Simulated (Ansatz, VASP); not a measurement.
## Zn (Zinc): VASP beside Ansatz

Aim: how closely do two programs agree when they are given the same cell, functional and k mesh? The cell is taken from a series of runs on this material, whose earlier steps may have relaxed, scaled, displaced or heated it; both programs get it as it stands.

Main program and level: Ansatz 0.2.0; plane waves, with VASP 6.6.1 beside it; zone-centre phonons at LDA.

## (1) Starting point

It takes space group P6_3/mmc (No. 194, hexagonal). The conventional cell has a = 2.518 Å, b = 2.518 Å, c = 4.682 Å, α = 90.00°, β = 90.00°, γ = 120.00°. Nearest to Zn lie 12 Zn at 2.52 to 2.76 Å.

## (2) Ansatz: zone-centre phonons, LDA

Ansatz runs on its PAW soft_1 files.

Second derivatives magnify differences that forces hide, and they need a tight electronic threshold.

The input, input.yaml:

```yaml
crystal:
  lattice:
    - [2.5178818151, 0.0, 0.0]
    - [-1.2589409076, 2.1805496156, 0.0]
    - [0.0, 0.0, 4.6817404424]
  atoms:
    - { symbol: Zn, position: [0.3333333333, 0.6666666667, 0.25] }
    - { symbol: Zn, position: [0.6666666667, 0.3333333333, 0.75] }
kpoints:
  mp_grid: { grid: [18, 18, 10] }
hamiltonian:
  xc: lda
  pseudopotentials: { kind: paw, azcp: { folder: soft_1 }, xc_functional: pbe }
scf:
  occupations: { method: methfessel_paxton, width: 0.2 }
output:
  eigenvalues: true
phonons:
  method: dfpt
```

Launch:

```sh
ansatz run input.yaml --threads 4 --pin off --max-ram 10240MiB --backend cpu --events-out ev --progress --plain --runs-dir out
```

Numbers of over 12 decimals in the logs are rounded to 6 here.

The program printed:

```text
zone centre: on kpoints.mp_grid the ground state, and the responses unless they are solved on pairs of k-points, stand on 546 of the mesh's 3240 k-points, reduced under 4 symmetry operations, with k and −k counted as one. Each operation leaves every solved displacement unchanged or reverses it
Engine: ansatz 0.2.0, aarch64-unknown-linux-gnu
Pseudopotentials: kind: paw
Pseudopotential: Zn, paw, valence charge 12, recommended cutoff 420 eV (normal), soft_1/Zn.paw.azcp
Functional definition: SPW92
  exchange = slater_x
  correlation = pw_c
Crystal: 2 atoms, lattice volume = 25.704 Å³
Basis set: ecut = 420 eV, 513 PW (Γ), exchange–correlation on 36×36×64 points (8 copies of the dense FFT grid, shifted against one another)
Bands: 16, of which v1, the nominal top of the filled ones, is band 12 counted from 1 (11 counted from 0)
Symmetry: 24 space group operations
k-points: 546 of 3240 (irreducible under 4 space group operations, time reversal used)
Non-local potential: Zn, projectors of the file, l = 0: 2, l = 1: 2, l = 2: 3, l = 3: 1
PAW form: soft (Blöchl's): semilocal exchange-correlation on the pseudo side does not see the compensation charge
PAW frozen core: Zn, regenerated for the run's functional, and the local potential with it (the file was generated under x = pbe(κ = 0.804, μ = 0.219515), c = pbe(β = 0.066725))
PAW one-centre angular grid: Zn, 590 points (default); XC on 64 Gauss nodes
Initial density: superposition of atomic densities (chi_scale 0.1, normalization cell)
Initial wavefunctions: pseudopotential atomic-orbital guess
Functional: x = slater, c = lda
SCF iter   1: F=—  HF=-6492.862657 eV  |F-HF|=—  |Δ(HF+E_count)|=         —  Δρ=8.07e-2  dr2=1.17e0  ethr=3.10e-3  ⟨swp⟩=5.6  Hψ=52339  notcnv=0
preconditioner: auto → none  [metal: Δε(μ)=0.083 eV  Ē_g=13.545 eV  σ=0.200 eV  W_gap=0.33  n_scr=4 (ndim 8)  ℏωp=35.9 eV  f_vac=0.000  D(μ)=0.19/eV (n_scr^D=0)  sad-step TF]
SCF iter   2: F=—  HF=-6492.563894 eV  |F-HF|=—  |Δ(HF+E_count)|=   2.99e-1  S|Δr|=    0.00e0  Δρ=2.56e-2  dr2=7.42e-2  ethr=3.10e-3  ⟨swp⟩=2.0  Hψ=21562  notcnv=0  defer=7
SCF iter   3: F=—  HF=-6492.500545 eV  |F-HF|=—  |Δ(HF+E_count)|=   6.33e-2  S|Δr|=    0.00e0  Δρ=1.15e-2  dr2=2.23e-2  ethr=3.09e-4  ⟨swp⟩=2.0  Hψ=20512  notcnv=0  defer=7
SCF iter   4: F=—  HF=-6492.498416 eV  |F-HF|=—  |Δ(HF+E_count)|=   2.13e-3  S|Δr|=    0.00e0  Δρ=5.80e-3  dr2=2.55e-3  ethr=9.31e-5  ⟨swp⟩=2.0  Hψ=14722  notcnv=0  defer=7
SCF iter   5: F=—  HF=-6492.499814 eV  |F-HF|=—  |Δ(HF+E_count)|=   1.40e-3  S|Δr|=    0.00e0  Δρ=7.31e-4  dr2=3.88e-5  ethr=1.06e-5  ⟨swp⟩=2.0  Hψ=15782  notcnv=0  defer=7
SCF iter   6: F=—  HF=-6492.499832 eV  |F-HF|=—  |Δ(HF+E_count)|=   1.78e-5  S|Δr|=    0.00e0  Δρ=6.04e-5  dr2=2.68e-7  ethr=1.62e-7  ⟨swp⟩=2.0  Hψ=15262  notcnv=0  defer=7
SCF iter   7: F=—  HF=-6492.499833 eV  |F-HF|=—  |Δ(HF+E_count)|=   6.36e-7  S|Δr|=    0.00e0  Δρ=2.42e-6  dr2=7.19e-10  ethr=1.12e-9  ⟨swp⟩=2.0  Hψ=15178  notcnv=0  defer=7
SCF iter   8: F=-6492.499833 eV  HF=-6492.499833 eV  |F-HF|=1.82e-12  |Δ(HF+E_count)|=  1.91e-11  S|Δr|=    0.00e0  Δρ=1.33e-7  dr2=1.65e-12  ethr=1.00e-12  ⟨swp⟩=5.7  Hψ=55406  notcnv=0
SCF 1 converged in 8 iterations: F = -6492.499833 eV  dr2 = 1.65e-12
  greatest PAW one-centre occupation: 0.981 electrons in one spin orbital (limit 2), on the Zn atom at site 1 (counted from 0), in its partial waves of l = 2
DFPT response loops at Γ: preconditioner auto → Kerker (q_TF=auto, 2.697 Å⁻¹) (partly filled bands, converged f_vac=0.000); β = 1.00, the filter's whole step (`scf.mixing.beta` (0.50) is not read by the response loops under this deck's `scf.mixing.preconditioner`; to damp them name `kerker` or `kerker_dos`, under which they read `scf.mixing.beta`, and type it under 1.00, their step now; both keys bind the ground state too); Broyden in place of MSR1
SCF converged after 8 iterations
Stability not checked: this state was not tested for a lower state beside it, because cold or Methfessel-Paxton smearing, or corrected tetrahedra, fill the levels in a way that the test cannot read (fill_not_monotonic; see scf.lower_state_search)
Free energy (F): -6492.499833 eV
Harris-Foulkes:  -6492.499833 eV  (|F-HF|=1.82e-12)
Internal energy: -6492.501763 eV  (E = F + TS)
E sigma→0 (E₀):  -6492.500315 eV
Entropy (-TS):   0.001930 eV (0.965 meV/atom)
Fermi energy:    13.406582 eV
--- Per-component energies (eV) ---
  E_band       = 138.981408
  E_kinetic    = 301.400637
  E_local      = -3304.190836  (includes V_loc(G=0)·N_el)
  E_nonlocal   = 1636.544393
  E_hartree    = 1225.249258
  E_xc         = -158.988638
  E_vxc        = -107.710602  (∫ρ·V_xc dr)
  E_paw        = -3645.802622  (= ΣΔE_a)
  E_vpaw       = -837.560225  (= ΣTr[D̂ρ^β])
  E_aug_tail   = -0.000473  (compensation charges beyond the density's cutoff)
  E_ewald      = -2549.827769
  E_core_change = 3.114287  (= ΣΔE_core)
  E_smearing   = 0.001930  (= −TS)
  E_closure    = 0.000000  (closes the sum)
  Σ components = -6492.499833   (vs F -6492.499833, Δ=0.00e0)
--- Band table (eV; the first three rows and the last of 546) ---
  k-point 0: bands = [... 8 lower, 5.6269, 5.9113, 5.9113, 8.8006, 10.3758, 28.2351, 32.1429, 32.8458]
  k-point 1: bands = [... 8 lower, 5.6367, 5.9065, 5.9065, 8.0384, 11.2893, 27.0197, 32.9160, 32.9160]
  k-point 2: bands = [... 8 lower, 5.6640, 5.8920, 5.8920, 6.9623, 12.8287, 24.8919, 33.1235, 33.1235]
  k-point 545: bands = [... 8 lower, 5.9777, 5.9777, 10.3200, 10.3200, 17.7381, 17.7381, 19.4567, 19.4567]
--- Phonons (Γ-DFPT): 2 representative perturbations + reference, on 546 of 3240 k-points (Σ response iterations 7) ---
  k mesh reduced under 4 symmetry operations, with k and −k counted as one. Each operation leaves every solved displacement unchanged or reverses it
  ASR residual: 4.192e-5 → 0.000e0 eV/Å²; symmetrization residual: 2.602e-10 eV/Å²
  ASR residual per site (eV/Å²): 4.19e-5 4.19e-5
  Γ frequencies (cm⁻¹): 0.00 0.00 0.00 86.79 86.79 181.15
  non-analytic LO–TO correction: not included (Born effective charges unavailable; polar crystals: no LO–TO splitting at Γ)
```

## (3) VASP: zone-centre phonons, LDA

The same cell, functional (in two slightly different forms), mesh and smearing now go to VASP, with its own data sets.

Lines of VASP's logs that name or quote its potential files are left out, and so is its time.

The input, INCAR:

```
SYSTEM = Zn
PREC = Accurate
ENCUT = 500
EDIFF = 1E-08
NELM = 120
ISMEAR = 1
SIGMA = 0.2
LREAL = .FALSE.
ALGO = Normal
GGA = PW92
NBANDS = 18
LORBIT = 11
LWAVE = .FALSE.
LCHARG = .FALSE.
ISIF = 2
IBRION = 8
LASPH = .TRUE.
GGA_COMPAT = .FALSE.
KPAR = 2
```

The input, POSCAR:

```
Zn
1.0
    2.5178818151      0.0000000000      0.0000000000
   -1.2589409076      2.1805496156      0.0000000000
    0.0000000000      0.0000000000      4.6817404424
Zn
2
Direct
    0.3333333334      0.6666666668      0.2500000000
    0.6666666668      0.3333333334      0.7500000000
```

The input, KPOINTS:

```
Automatic mesh
0
Gamma
18 18 10
0 0 0
```

The projector-augmented-wave data sets are Zn (LDA family, release 64).

Launch:

```sh
mpirun -np 2 vasp_std
```

The program printed:

```text
[banner, memory and clock lines left out]
running    2 mpi-ranks, on    1 nodes
 distrk:  each k-point on    1 cores,    2 groups
 distr:  one band on    1 cores,    1 groups

 POSCAR found type information on POSCAR Zn
 POSCAR found :  1 types and       2 ions
|                                                                             |
|               ----> ADVICE to this user running VASP <----                  |
|                                                                             |
|     You enforced a specific xc type in the INCAR file but a different       |
|     [... a line on the potential file left out ...]
|     I HOPE YOU KNOW WHAT YOU ARE DOING!                                     |
|                                                                             |

 LDA part: xc-table for (Slater(with rela. corr.)+PW92), standard interpolation
 POSCAR, INCAR and KPOINTS ok, starting setup
 FFT: planning ... GRIDC
 FFT: planning ... GRID_SOFT
 FFT: planning ... GRID
 WAVECAR not read
 entering main loop
       N       E                     dE             d eps       ncg     rms          rms(c)
DAV:   1     0.104715246967E+03    0.10472E+03   -0.12271E+04  8344   0.216E+03
DAV:   2     0.104077229516E+00   -0.10461E+03   -0.10165E+03  8054   0.299E+02
DAV:   3    -0.405003893423E+01   -0.41541E+01   -0.41394E+01  8934   0.683E+01
DAV:   4    -0.407065119493E+01   -0.20612E-01   -0.20607E-01  8868   0.481E+00
DAV:   5    -0.407067624972E+01   -0.25055E-04   -0.25055E-04  8618   0.151E-01    0.593E+00
DAV:   6    -0.374695041217E+01    0.32373E+00   -0.11839E+00  8632   0.250E+01    0.402E+00
DAV:   7    -0.372052553340E+01    0.26425E-01   -0.49769E-02 10222   0.405E+00    0.198E+00
DAV:   8    -0.370944301853E+01    0.11083E-01   -0.31019E-03 11262   0.865E-01    0.566E-02
DAV:   9    -0.370940767816E+01    0.35340E-04   -0.28428E-04 10520   0.206E-01    0.283E-02
DAV:  10    -0.370941008133E+01   -0.24032E-05   -0.18757E-05  8860   0.410E-02    0.254E-03
DAV:  11    -0.370941007674E+01    0.45898E-08   -0.65365E-07  8790   0.915E-03    0.211E-03
DAV:  12    -0.370941008765E+01   -0.10907E-07   -0.16357E-08  6336   0.209E-03    0.584E-04
DAV:  13    -0.370941008081E+01    0.68349E-08   -0.35364E-08  7232   0.402E-03
   1 F= -.37094101E+01 E0= -.37100561E+01  d E =0.193810E-02
 Linear response reoptimize wavefunctions to high precision
DAV:   1    -0.370941008005E+01    0.76170E-09   -0.91193E-10  6092   0.244E-04
DAV:   2    -0.370941008005E+01    0.13642E-11   -0.49020E-11  4256   0.817E-05
 Linear response DOF=           2
 Linear response progress:
  Degree of freedom:   1/  2
       N       E                     dE             d eps       ncg     rms          rms(c)
RMM:   1    -0.200274912141E+00   -0.20027E+00    0.42836E-03 47842   0.193E+00
RMM:   2    -0.199855626021E+00    0.41929E-03   -0.11085E-03 51122   0.365E-01    0.564E-02
RMM:   3    -0.199481900371E+00    0.37373E-03   -0.62883E-05 62928   0.631E-02    0.318E-02
RMM:   4    -0.199129085700E+00    0.35281E-03   -0.54768E-05 61353   0.579E-02    0.300E-03
RMM:   5    -0.199146785114E+00   -0.17699E-04   -0.84044E-07 64904   0.600E-03    0.138E-03
RMM:   6    -0.199148131370E+00   -0.13463E-05   -0.66326E-08 64947   0.160E-03    0.161E-04
RMM:   7    -0.199148750730E+00   -0.61936E-06   -0.59492E-09 64912   0.408E-04    0.466E-05
RMM:   8    -0.199148166141E+00    0.58459E-06   -0.18644E-10 65954   0.126E-04    0.630E-06
RMM:   9    -0.199148061621E+00    0.10452E-06   -0.25940E-09 63512   0.576E-05    0.195E-06
RMM:  10    -0.199148065024E+00   -0.34034E-08   -0.26420E-09 50831   0.372E-05    0.539E-07
 first order change of Fermi-energy  -0.16931E-04
 force on displaced ion       1 direction 1 :  -0.833   0.000   0.000
 Linear response progress:
  Degree of freedom:   2/  2
       N       E                     dE             d eps       ncg     rms          rms(c)
RMM:   1    -0.227978804500E+00   -0.22798E+00   -0.32409E-04 16611   0.223E+00
RMM:   2    -0.223941020995E+00    0.40378E-02   -0.19230E-03 16644   0.629E-01    0.626E-02
RMM:   3    -0.223954349660E+00   -0.13329E-04   -0.22372E-04 21235   0.887E-02    0.363E-02
RMM:   4    -0.223915688184E+00    0.38661E-04   -0.13815E-04 21017   0.400E-02    0.464E-03
RMM:   5    -0.223913549900E+00    0.21383E-05   -0.35644E-05 21840   0.622E-03    0.166E-03
RMM:   6    -0.223917461833E+00   -0.39119E-05   -0.10713E-05 21743   0.189E-03    0.292E-04
RMM:   7    -0.223917644178E+00   -0.18234E-06   -0.32500E-06 20896   0.589E-04    0.747E-05
RMM:   8    -0.223917187615E+00    0.45656E-06   -0.12441E-06 19845   0.184E-04    0.377E-05
RMM:   9    -0.223916593681E+00    0.59393E-06   -0.44064E-07 22017   0.840E-05    0.573E-06
RMM:  10    -0.223916620548E+00   -0.26867E-07   -0.17544E-07 21875   0.396E-05    0.169E-06
RMM:  11    -0.223916602692E+00    0.17856E-07   -0.70629E-08 17062   0.272E-05    0.500E-07
RMM:  12    -0.223916599492E+00    0.32004E-08   -0.26156E-08 12399   0.242E-05    0.817E-08
 first order change of Fermi-energy  -0.29731E-04
 force on displaced ion       1 direction 3 :   0.000  -0.000  -4.029
 Linear response finished
```

Parts of OUTCAR (step 3):

```text
ion  position               nearest neighbor table
   1  0.333  0.667  0.250-   2 2.76   2 2.76   2 2.76   2 2.76   2 2.76   2 2.76
   2  0.667  0.333  0.750-   1 2.76   1 2.76   1 2.76   1 2.76   1 2.76   1 2.76

  LATTYP: Found a hexagonal cell.
 ALAT       =     2.5178818151
 C/A-ratio  =     1.8593964237

 Subroutine GETGRP returns: Found 24 space group operations
 (whereof 12 operations were pure point group operations)

The static configuration has the point symmetry D_3d.
 The point group associated with its full space group is D_6h.

 Found    222 irreducible k-points:

   k-points           NKPTS =    222   k-points in BZ     NKDIM =    222   number of bands    NBANDS=     18

   dimension x,y,z NGX =    18 NGY =   18 NGZ =   36
   dimension x,y,z NGXF=    36 NGYF=   36 NGZF=   72

   ENCUT  =  500.0 eV  36.75 Ry    6.06 a.u.   4.59  4.59  8.54*2*pi/ulx,y,z

   NELECT =      24.0000    total number of electrons

 k-points in reciprocal lattice and weights: Automatic mesh
   0.00000000  0.00000000  0.00000000       0.000
   0.05555556  0.00000000  0.00000000       0.002
   0.11111111  0.00000000  0.00000000       0.002
   0.16666667  0.00000000  0.00000000       0.002
   0.22222222  0.00000000  0.00000000       0.002
   0.27777778  0.00000000  0.00000000       0.002
   0.33333333  0.00000000  0.00000000       0.002
   0.38888889  0.00000000  0.00000000       0.002
   0.44444444  0.00000000  0.00000000       0.002
[...]
0.33333333  0.27777778  0.50000000       0.004
   0.33333333  0.33333333  0.50000000       0.001

 average (electrostatic) potential at core
       1 -37.1574       2 -37.1574

  Total        1.2350965      1.2350965      1.1710715     -0.0000000     -0.0000000      0.0000000
  in kB       76.9844152     76.9844152     72.9936958     -0.0000000     -0.0000000      0.0000000
  external PRESSURE =      75.6541754 kB  Pullay stress =       0.0000000 kB

  energy-cutoff  :      500.00
  volume of cell :       25.70
      direct lattice vectors                 reciprocal lattice vectors
     2.517881815  0.000000000  0.000000000     0.397159229  0.229299988  0.000000000
    -1.258940908  2.180549616  0.000000000     0.000000000  0.458599975  0.000000000
     0.000000000  0.000000000  4.681740442     0.000000000  0.000000000  0.213595780

 POSITION                                       TOTAL-FORCE (eV/Angst)
 -----------------------------------------------------------------------------------
     -0.00000      1.45370      1.17044         0.000000      0.000000      0.000000
      1.25894      0.72685      3.51131        -0.000000      0.000000      0.000000
 -----------------------------------------------------------------------------------
    total drift:                               -0.000000     -0.000000     -0.000000

 Eigenvectors and eigenvalues of the dynamical matrix
 ----------------------------------------------------

   1 f  =    5.488049 THz    34.482428 2PiTHz  183.061605 cm-1    22.696736 meV
             X         Y         Z           dx          dy          dz
     -0.000000  1.453700  1.170435     0.000000    0.000000   -0.707107
      1.258941  0.726850  3.511305     0.000000    0.000000    0.707107

   2 f  =    2.495129 THz    15.677358 2PiTHz   83.228544 cm-1    10.319020 meV
             X         Y         Z           dx          dy          dz
     -0.000000  1.453700  1.170435     0.517033   -0.482366    0.000000
      1.258941  0.726850  3.511305    -0.517033    0.482366    0.000000

   3 f  =    2.495129 THz    15.677358 2PiTHz   83.228544 cm-1    10.319020 meV
             X         Y         Z           dx          dy          dz
     -0.000000  1.453700  1.170435     0.482366    0.517033    0.000000
      1.258941  0.726850  3.511305    -0.482366   -0.517033    0.000000

   4 f  =    0.000000 THz     0.000000 2PiTHz    0.000001 cm-1     0.000000 meV
             X         Y         Z           dx          dy          dz
     -0.000000  1.453700  1.170435     0.523195    0.475675    0.000000
      1.258941  0.726850  3.511305     0.523195    0.475675    0.000000

   5 f  =    0.000000 THz     0.000000 2PiTHz    0.000000 cm-1     0.000000 meV
             X         Y         Z           dx          dy          dz
     -0.000000  1.453700  1.170435    -0.475675    0.523195    0.000000
      1.258941  0.726850  3.511305    -0.475675    0.523195    0.000000

   6 f  =    0.000000 THz     0.000000 2PiTHz    0.000000 cm-1     0.000000 meV
             X         Y         Z           dx          dy          dz
     -0.000000  1.453700  1.170435     0.000000    0.000000    0.707107
      1.258941  0.726850  3.511305     0.000000    0.000000    0.707107

 ELASTIC MODULI CONTR FROM IONIC RELAXATION (kBar)
 Direction    XX          YY          ZZ          XY          YZ          ZX
 --------------------------------------------------------------------------------
 XX          -0.1002      0.1002     -0.0000      0.0000      0.0000      0.0000
 YY           0.1002     -0.1002      0.0000      0.0000     -0.0000      0.0000
 ZZ          -0.0000      0.0000     -0.0000     -0.0000      0.0000      0.0000
 XY           0.0000      0.0000     -0.0000     -0.1002      0.0000      0.0000
 YZ           0.0000     -0.0000      0.0000      0.0000     -0.0000      0.0000
 ZX           0.0000      0.0000      0.0000      0.0000      0.0000      0.0000
 --------------------------------------------------------------------------------
```

## (4) Differences

Known differences besides the potentials themselves: the cutoff is 420 eV in Ansatz and 500 eV in VASP; VASP's log shows a relativistic correction to its local exchange, Ansatz's none. Total energies have different zeros and are not compared.

The two programs side by side:

```
                  quantity  Ansatz   VASP  difference
optical mode 1 to 2 (cm⁻¹)    86.8   83.2     +4.28 %
     optical mode 3 (cm⁻¹)   181.2  183.1     -1.04 %
```

Modes are paired by rising frequency, not by their patterns, so a pair may set unlike modes beside each other; they are those without the splitting of longitudinal modes.

## (5) What came out

```
r.m.s. difference of the optical zone-centre modes, each program's sorted by frequency (zone-centre phonons, LDA) : 3.1 cm⁻¹
difference in optical mode 1 to 2 (zone-centre phonons, LDA)                                                      : +4.3 %
```

**Reading.** The r.m.s. difference of the optical zone-centre modes, each program's sorted by frequency is 3.1 cm⁻¹ (zone-centre phonons, LDA). Among the rows given in per cent, the largest difference of the zone-centre phonons, LDA pair is in optical mode 1 to 2, +4.3 %. How closely two codes agree says nothing of how well the functional describes the real material.

[Lines on the potential files, build, host, timing and source positions are cut from VASP's logs without a mark.]

[Logs are printed without paths, hosts, clocks, repeated set-up lines and the standing remarks that a program may print on its own settings, such as how far it seeks lower states.]

[Hosts, paths, dates, database ids (printed as entryN), source tags and the programs' standing remarks are cut or masked in the printed files.]
